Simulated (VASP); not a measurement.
Level of theory: PBEsol GGA, VASP's PBE PAW potentials (set 64) (plane waves; VASP 6.6.1).

A VASP calculation is set up with these files.

**INCAR**
```
ALGO=Normal
EDIFF=1E-6
EDIFFG=-0.02
ENCUT=400
GGA=PS
IBRION=2
ISIF=3
ISMEAR=1
LASPH=.TRUE.
LCHARG=.FALSE.
LMAXMIX=4
LREAL=.FALSE.
LWAVE=.FALSE.
NELM=100
NSW=60
PREC=Accurate
SIGMA=0.1
SYSTEM=Al3Sc
```

POSCAR:
```
Al3Sc
1.0
  4.0715235982   0.0000000000   0.0000000000
  0.0000000000   4.0715235982   0.0000000000
  0.0000000000   0.0000000000   4.0715235982
Sc Al
1 3
direct
  0.0000000000   0.0000000000   0.0000000000
  0.0000000000   0.5000000000   0.5000000000
  0.5000000000   0.0000000000   0.5000000000
  0.5000000000   0.5000000000   0.0000000000
```

### KPOINTS
```
Automatic
0
Gamma
 7 7 7
0 0 0
```

POTCAR, in this order: Sc_sv Al (PBE.64 set). Program: vasp_std.

The resulting files:

File OSZICAR:
```
       N       E                     dE             d eps       ncg     rms          rms(c)
DAV:   1     0.101889268866E+03    0.10189E+03   -0.72772E+03   560   0.106E+03
DAV:   2    -0.150321430288E+02   -0.11692E+03   -0.11451E+03   578   0.344E+02
DAV:   3    -0.217135169230E+02   -0.66814E+01   -0.63414E+01   888   0.664E+01
DAV:   4    -0.218177689643E+02   -0.10425E+00   -0.10409E+00   768   0.822E+00
DAV:   5    -0.218211026389E+02   -0.33337E-02   -0.33329E-02   822   0.140E+00    0.943E+00
DAV:   6    -0.208484974193E+02    0.97261E+00   -0.48077E+00   928   0.258E+01    0.339E+00
DAV:   7    -0.207887457983E+02    0.59752E-01   -0.93408E-02   628   0.257E+00    0.189E+00
DAV:   8    -0.207622198217E+02    0.26526E-01   -0.39089E-02   864   0.171E+00    0.234E-01
DAV:   9    -0.207617225436E+02    0.49728E-03   -0.30010E-03   698   0.479E-01    0.938E-02
DAV:  10    -0.207616712086E+02    0.51335E-04   -0.18827E-04   822   0.120E-01    0.792E-02
DAV:  11    -0.207616710236E+02    0.18505E-06   -0.36447E-05   832   0.414E-02    0.699E-02
DAV:  12    -0.207616622805E+02    0.87431E-05   -0.29373E-05   890   0.469E-02    0.430E-03
DAV:  13    -0.207616623595E+02   -0.79013E-07   -0.57585E-07   378   0.639E-03
   1 F= -.20761662E+02 E0= -.20761109E+02  d E =-.207617E+02
```

### OUTCAR
```
------------------------ aborting loop because EDIFF is reached ----------------------------------------
  FORCE on cell =-STRESS in cart. coord.  units (eV):
  Direction    XX          YY          ZZ          XY          YZ          ZX
  --------------------------------------------------------------------------------------
  Total        0.0217776      0.0217776      0.0217776      0.0000000      0.0000000      0.0000000
  in kB        0.5169515      0.5169515      0.5169515      0.0000000      0.0000000      0.0000000
  external PRESSURE =       0.5169515 kB  Pullay stress =       0.0000000 kB
  volume of cell :       67.49
      direct lattice vectors                 reciprocal lattice vectors
     4.071523598  0.000000000  0.000000000     0.245608303  0.000000000  0.000000000
     0.000000000  4.071523598  0.000000000     0.000000000  0.245608303  0.000000000
     0.000000000  0.000000000  4.071523598     0.000000000  0.000000000  0.245608303
 POSITION                                       TOTAL-FORCE (eV/Angst)
 -----------------------------------------------------------------------------------
      0.00000      0.00000      0.00000         0.000000      0.000000      0.000000
      0.00000      2.03576      2.03576         0.000000      0.000000      0.000000
      2.03576      0.00000      2.03576         0.000000      0.000000      0.000000
      2.03576      2.03576      0.00000         0.000000      0.000000      0.000000
 -----------------------------------------------------------------------------------
    total drift:                               -0.000000     -0.000000     -0.000000
  FREE ENERGIE OF THE ION-ELECTRON SYSTEM (eV)
  ---------------------------------------------------
  free  energy   TOTEN  =       -20.7616623595 eV

  energy  without entropy=      -20.7600023450  energy(sigma->0) =      -20.76110902

 reached required accuracy - stopping structural energy minimisation
```
(Selected blocks of OUTCAR.)

File OUTCAR:
```
 val. band max:        7.1427805937   @ k =   0.4286   0.4286   0.1429

 cond. band min:       7.2150914285   @ k =   0.2857   0.0000   0.0000


 Fermi energy:         7.1783609317

 k-point     1 :       0.0000    0.0000    0.0000
  band No.  band energies     occupation
      1     -41.4074      2.00000
      2     -20.2122      2.00000
      3     -20.2122      2.00000
      4     -20.2122      2.00000
      5      -2.7721      2.00000
      6       4.6662      2.00000
      7       4.6662      2.00000
      8       5.5049      2.00000
      9       5.5049      2.00000
     10       5.5049      2.00000
     11       8.5358     -0.00000
     12       8.6047     -0.00000
     13       8.6047     -0.00000
     14       8.6047     -0.00000

 k-point     2 :       0.1429    0.0000    0.0000
  band No.  band energies     occupation
      1     -41.4071      2.00000
      2     -20.2188      2.00000
      3     -20.2116      2.00000
      4     -20.2116      2.00000
      5      -2.5822      2.00000
      6       3.4132      2.00000
      7       4.8123      2.00000
      8       5.5232      2.00000
      9       5.5232      2.00000
     10       6.2847      2.00000
     11       8.5074     -0.00000
     12       8.5074     -0.00000
     13       8.6635     -0.00000
     14       9.2667      0.00000

 k-point     3 :       0.2857    0.0000    0.0000
  band No.  band energies     occupation
      1     -41.4064      2.00000
      2     -20.2337      2.00000
      3     -20.2105      2.00000
      4     -20.2105      2.00000
      5      -2.0255      2.00000
      6       1.7578      2.00000
      7       5.2170      2.00000
      8       5.5568      2.00000
      9       5.5568      2.00000
     10       7.2151      0.42237
     11       8.3699     -0.00000
     12       8.3699     -0.00000
     13       8.8043     -0.00000
     14       9.4705      0.00000

 k-point     4 :       0.4286    0.0000    0.0000
  band No.  band energies     occupation
...
```

The compound is Al3Sc in the L1_2 structure. It was relaxed first. The start is the result of an earlier pass.
